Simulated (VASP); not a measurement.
The system is Ca.

```
Ca
1.0
     0.00000    2.80050    2.80050
     2.80050    0.00000    2.80050
     2.80050    2.80050    0.00000
Ca
1
Direct
  0.00000 0.00000 0.00000
```

```yaml
Program: VASP 6.6.1
Task: relaxation of cell and atoms
Functional: PBE
Dispersion: D3(BJ)
Potentials_or_basis: VASP PAW PBE potentials, release 64 (Ca_sv)
Cutoff: 600 eV
k_mesh: 14 × 14 × 14
Occupations: gaussian, width 0.1 eV
Spin: no spin polarisation
```

At the start: pressure -1.4 GPa; volume 43.93 Å³/atom.

Problem. How do energy, volume and symmetry change on relaxing?

Solution. Over 4 steps the energy falls by 17.3 meV/atom and the volume is 40.21 Å³/atom (-8.5 %); space group Fm-3m (No. 225, to 0.05 Å).

The path:
```tsv
step	energy change (eV)	largest force (eV/Å)	pressure (GPa)	volume (Å³)
1	0.0000	0.0000	-1.40	43.93
2	-0.0150	0.0000	-0.56	41.52
3	-0.0173	0.0000	-0.04	40.31
4	-0.0173	0.0000	0.00	40.21
```

Final structure:
```cif
data_structure
_symmetry_space_group_name_H-M 'P 1'
_symmetry_Int_Tables_number 1
_cell_length_a 3.8456
_cell_length_b 3.8456
_cell_length_c 3.8456
_cell_angle_alpha 60.000
_cell_angle_beta 60.000
_cell_angle_gamma 60.000
_cell_volume 40.21
loop_
_atom_site_label
_atom_site_type_symbol
_atom_site_fract_x
_atom_site_fract_y
_atom_site_fract_z
_atom_site_occupancy
Ca1 Ca 0.00000 0.00000 0.00000 1
```

Caveat: pairwise dispersion overbinds metals, which lowers pressure and volume.
